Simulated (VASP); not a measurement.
# Shielding tensors and field gradients of H4BrN, part 5 of 7

Aim: NMR shielding tensors and field gradients of H4BrN. The cell has space group P-43m. Left out of this account: 1 further run (NMR: a repeat of the first functional). The start is a cell from a database of measured crystal structures.

VASP 6.6.1, plane waves and PAW; the level of theory is named at each step.

So far. Step 2 (Ground state): The cell has a gap of 3.95 eV on this mesh. Spin-orbit coupling is left out, which can shift or reorder these edges. Forces of up to 0.94 eV/Å remain in these settings, with PBE data sets under LDA.

## Step 4: Other data sets, PAW release PBE 64 (continued)

Level of this step: chemical shifts by linear response (GIPAW), LDA; plane waves and PAW (Br, N_h, H_h) (VASP).

OUTCAR, selected parts (step 4):

```text
The static configuration has the point symmetry T_d .

 Found     20 irreducible k-points:

   dimension x,y,z NGX =    42 NGY =   42 NGZ =   42
   dimension x,y,z NGXF=    84 NGYF=   84 NGZF=   84

   ENCUT  = 1060.0 eV  77.91 Ry    8.83 a.u.  10.62 10.62 10.62*2*pi/ulx,y,z

   NELECT =      16.0000    total number of electrons

  Total        0.5043800      0.5043800      0.5043800      0.0000000      0.0000000      0.0000000
  in kB       12.6266592     12.6266592     12.6266592      0.0000000      0.0000000      0.0000000
  external PRESSURE =      12.6266592 kB  Pullay stress =       0.0000000 kB

  energy-cutoff  :     1060.00
  volume of cell :       64.00
      direct lattice vectors                 reciprocal lattice vectors
     4.000000000  0.000000000  0.000000000     0.250000000  0.000000000  0.000000000
     0.000000000  4.000000000  0.000000000     0.000000000  0.250000000  0.000000000
     0.000000000  0.000000000  4.000000000     0.000000000  0.000000000  0.250000000

 POSITION                                       TOTAL-FORCE (eV/Angst)
 -----------------------------------------------------------------------------------
      2.00000      2.00000      2.00000         0.000000      0.000000      0.000000
      0.00000      0.00000      0.00000         0.000000      0.000000      0.000000
      0.59200      0.59200      0.59200         0.556593      0.556593      0.556593
      0.59200      3.40800      3.40800         0.556593     -0.556593     -0.556593
      3.40800      3.40800      0.59200        -0.556593     -0.556593      0.556593
      3.40800      0.59200      3.40800        -0.556593      0.556593     -0.556593
 -----------------------------------------------------------------------------------
    total drift:                                0.000000      0.000000      0.000000

 Electric field gradients after diagonalization (V/A^2)
 (convention: |V_zz| > |V_xx| > |V_yy|)
----------------------------------------------------------------------
 ion       V_xx      V_yy      V_zz     asymmetry (V_yy - V_xx)/ V_zz
----------------------------------------------------------------------
   1       0.000    -0.000     0.000      -0.391
   2       0.000     0.000    -0.000       0.052
   3     -15.196   -15.196    30.392       0.000
   4     -15.196   -15.196    30.392       0.000
   5     -15.196   -15.196    30.392       0.000
   6     -15.196   -15.196    30.392       0.000
----------------------------------------------------------------------

  ORBITAL MAGNETIC SUSCEPTIBILITY, excluding core contribution
 -------------------------------------------------------------
  Approximate magnetic susceptibility, pGv (10^-6 cm^3/mole)
     1        -39.462271          0.000000         -0.000000
     2          0.000000        -39.462271          0.000000
     3         -0.000000         -0.000000        -39.462271
 -------------------------------------------------------------
  Approximate magnetic susceptibility, vGv (10^-6 cm^3/mole)
     1        -38.099715          0.000000         -0.000000
     2          0.000000        -38.099715          0.000000
     3         -0.000000          0.000000        -38.099715

  BDIR labels direction of applied magnetic field (i.e. B0)
  For BDIR==1, B0 along x-axis, etc.
  Induced field listed along cartesian directions for each BDIR
 ------------------------------------------------------------------------------------------
                 EXCLUDING G=0 CONTRIBUTION              INCLUDING G=0 CONTRIBUTION
 ------------------------------------------------------------------------------------------
  ion  BDIR            X           Y           Z                X           Y           Z
          (   iso_shield        span        skew ) (   iso_shield        span        skew )
 ------------------------------------------------------------------------------------------
    1     1    2380.8569     -0.0000      0.0000        2390.7549     -0.0000      0.0000
          2      -0.0000   2380.8569     -0.0000          -0.0000   2390.7549     -0.0000
          3       0.0000     -0.0000   2380.8569           0.0000     -0.0000   2390.7549
          (    2380.8569      0.0000      0.0000 ) (    2390.7549      0.0000      0.0000 )

    2     1     177.2382      0.0000      0.0000         187.1362      0.0000      0.0000
          2      -0.0000    177.2382     -0.0000          -0.0000    187.1362     -0.0000
          3      -0.0000      0.0000    177.2382          -0.0000      0.0000    187.1362
          (     177.2382      0.0000      0.0000 ) (     187.1362      0.0000      0.0000 )

    3     1      14.3682      6.9658      6.9658          24.2662      6.9658      6.9658
          2       6.9658     14.3682      6.9658           6.9658     24.2662      6.9658
          3       6.9658      6.9658     14.3682           6.9658      6.9658     24.2662
          (      14.3682     20.8975      1.0000 ) (      24.2662     20.8975      1.0000 )

    4     1      14.3682     -6.9658     -6.9658          24.2662     -6.9658     -6.9658
          2      -6.9658     14.3682      6.9658          -6.9658     24.2662      6.9658
          3      -6.9658      6.9658     14.3682          -6.9658      6.9658     24.2662
          (      14.3682     20.8975      1.0000 ) (      24.2662     20.8975      1.0000 )

    5     1      14.3682      6.9658     -6.9658          24.2662      6.9658     -6.9658
          2       6.9658     14.3682     -6.9658           6.9658     24.2662     -6.9658
          3      -6.9658     -6.9658     14.3682          -6.9658     -6.9658     24.2662
          (      14.3682     20.8975      1.0000 ) (      24.2662     20.8975      1.0000 )

    6     1      14.3682     -6.9658      6.9658          24.2662     -6.9658      6.9658
          2      -6.9658     14.3682     -6.9658          -6.9658     24.2662     -6.9658
          3       6.9658     -6.9658     14.3682           6.9658     -6.9658     24.2662
          (      14.3682     20.8975      1.0000 ) (      24.2662     20.8975      1.0000 )
 ------------------------------------------------------------------------------------------

[... 6 parts as in an earlier step ...]

[... 1 further part left out ...]
```

This step gave:

```yaml
free_energy_toten: -27.60 eV
fermi_energy: -0.3716 eV
pressure: 1.263 GPa
gap_on_the_k_mesh: 3.949 eV
least_direct_gap_on_the_k_mesh: 4.038 eV
```

Valence and core; the G = 0 term is that of a spherical sample. NMR shielding, by row:

```
atom  isotropic shielding (ppm)  span (ppm)  skew  isotropic shielding without the G = 0 term (ppm)
 Br1                       2391           0     -                                              2381
  N2                      187.1           0     -                                             177.2
  H3                      24.27        20.9     1                                             14.37
  H4                      24.27        20.9     1                                             14.37
  H5                      24.27        20.9     1                                             14.37
  H6                      24.27        20.9     1                                             14.37
```

Ordered as |Vzz| ≥ |Vxx| ≥ |Vyy|, the program's way. Electric field gradients, by row:

```
atom  Vxx (V/Å²)  Vyy (V/Å²)  Vzz (V/Å²)  asymmetry
 Br1           0           0           0          -
  N2           0           0           0          -
  H3       -15.2       -15.2       30.39          0
  H4       -15.2       -15.2       30.39          0
  H5       -15.2       -15.2       30.39          0
  H6       -15.2       -15.2       30.39          0
```

Against the first shielding run the largest change is +19.4 ppm, on Br1.

[end of part 5 of 7]

[Lines on the potential files, build, host, timing and source positions are cut from VASP's logs without a mark.]

[Logs are printed without paths, hosts, clocks, repeated set-up lines and the standing remarks that a program may print on its own settings, such as how far it seeks lower states.]

[Hosts, paths, dates, database ids (printed as entryN), source tags and the programs' standing remarks are cut or masked in the printed files.]
